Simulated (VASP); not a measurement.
Input of a VASP 6.6.1 run:

Contents of POSCAR:

```
Ba2LuCu3O6
1.0
    5.6977990000     -0.1651210000      0.5819920000
    0.4685200000      5.6522840000      0.7657110000
   -0.6976880000     -0.1146350000      5.5629160000
O Cu Lu Ba
6 3 1 2
Direct
    0.8645260000      0.7820940000      0.2450660000
    0.1742590000      0.8067290000      0.3155670000
    0.0169970000      0.4481860000      0.1368330000
    0.8066290000      0.2000750000      0.8046590000
    0.6708720000      0.5478940000      0.4720580000
    0.2654050000      0.3986730000      0.3000260000
    0.6197440000      0.0326990000      0.0747360000
    0.8355580000      0.9916300000      0.5252590000
    0.0506090000      0.0937990000      0.0813250000
    0.3568280000      0.0121550000      0.6193860000
    0.5827680000      0.5418420000      0.0186570000
    0.0780190000      0.5245520000      0.6806520000
```

The input INCAR.step1:

```
SYSTEM = Ba2LuCu3O6
PREC = Accurate
ENCUT = 520
ISMEAR = 1
SIGMA = 0.0226
LREAL = .FALSE.
LASPH = .TRUE.
NELM = 100
NBANDS = 69
GGA = PE
ALGO = Normal
EDIFF = 1E-4
LWAVE = .TRUE.
LCHARG = .FALSE.
```

INCAR.step2

```
SYSTEM = Ba2LuCu3O6
PREC = Accurate
ENCUT = 520
EDIFF = 1E-6
ISMEAR = 1
SIGMA = 0.0226
LREAL = .FALSE.
LASPH = .TRUE.
NELM = 100
ALGO = Normal
ISIF = 2
LWAVE = .FALSE.
LCHARG = .TRUE.
METAGGA = R2SCAN
LMIXTAU = .TRUE.
LELF = .TRUE.
LVHAR = .TRUE.
NBANDS = 69
ISTART = 1
```

The input KPOINTS:

```
Automatic mesh
0
Gamma
  3 3 3
  0 0.5 0
```

Potentials or basis: VASP PAW PBE potentials, release 64 (O, Cu, Lu, Ba_sv).

Run with:

```sh
$ cat potpaw_PBE.64/O/POTCAR potpaw_PBE.64/Cu/POTCAR potpaw_PBE.64/Lu/POTCAR potpaw_PBE.64/Ba_sv/POTCAR > POTCAR
$ cp INCAR.step1 INCAR
$ mpirun -np 1 vasp_std > vasp.out
$ cp INCAR.step2 INCAR
$ mpirun -np 1 vasp_std > vasp.out
```

What does it give for the pressure?

2.7 GPa.

Predict the largest force.

4.839 eV/Å.

What does it give for the band gap on the k mesh?

0.17 eV, indirect (least direct gap 0.24 eV).

Forces in eV/Å, atoms in the order of the input:
```
O   -2.077  3.315  1.508
O    2.800  3.524  1.774
O    2.629 -2.864  0.996
O    0.080 -2.420 -1.405
O   -1.643  0.479  1.166
O   -1.235 -1.873 -0.411
Cu  -0.158 -0.260  0.129
Cu  -0.293  0.764 -0.319
Cu   0.596 -0.831  0.125
Lu   1.012  0.759 -3.591
Ba  -0.597 -0.742  1.493
Ba  -1.115  0.149 -1.466
```

Caveat: the PAW data sets were made with another functional, which shifts forces and pressure a little; spin-orbit coupling is left out, which moves the levels of the heavy elements. r2SCAN opens gaps a little over a GGA but as a rule still falls short of measured ones.
